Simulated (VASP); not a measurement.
A run of VASP 6.6.1 is set up as follows.

File INCAR:

```
SYSTEM = GaN
ALGO = Normal ; EDIFF = 1E-7
ENCUT = 400 ; GGA = PE
ISIF = 2 ; ISMEAR = 0
LASPH = .TRUE. ; LCHARG = .FALSE.
LREAL = .FALSE. ; LWAVE = .FALSE.
NELM = 100 ; PREC = Accurate
SIGMA = 0.02
```

Contents of KPOINTS:

```
k-points
0
G
  9 9 4
  0 0 0
```

File POSCAR:

```
GaN
1.0
    3.1800000000      0.0000000000      0.0000000000
   -1.5900000000      2.7539607800      0.0000000000
    0.0000000000      0.0000000000      5.1660000000
Ga N
2 2
Direct
    0.3333333300      0.6666666700      0.0000000000
    0.6666666700      0.3333333300      0.5000000000
    0.3333333300      0.6666666700      0.3750000000
    0.6666666700      0.3333333300      0.8750000000
```

Potentials or basis: VASP PAW PBE potentials, release 64 (Ga_d, N).

Run with:

```console
$ cat potpaw_PBE.64/Ga_d/POTCAR potpaw_PBE.64/N/POTCAR > POTCAR
$ mpirun -np 1 vasp_std > vasp.out
```

Q: What does it give for the largest force?

A: 0.134 eV/Å.

Q: Predict the band gap on the k mesh.

A: 1.96 eV, direct.

Forces on the atoms (eV/Å):
```
Ga   0.000  0.000 -0.134
Ga   0.000  0.000 -0.134
N    0.000  0.000  0.134
N    0.000  0.000  0.134
```

**Measured values to compare with.**

From “Studying electronic properties in GaN without electrical contacts using γ-γ vs e−-γ Perturbed Angular Correlations”, 2019, pmc:6823545, for a bulk crystal of GaN: band gap 3.503 ± 0.005 eV (direct).

Against the measured gap of GaN, 3.503 eV (direct; quoted in “Studying electronic properties in GaN without electrical contacts using γ-γ vs e−-γ Perturbed Angular Correlations”, 2019, pmc:6823545), the calculated 1.96 eV is off by -1.54 eV. Spin-orbit coupling on Ga is left out. The value is that of PBE, without temperature or zero-point motion. Semilocal functionals fall short of measured gaps as a rule.
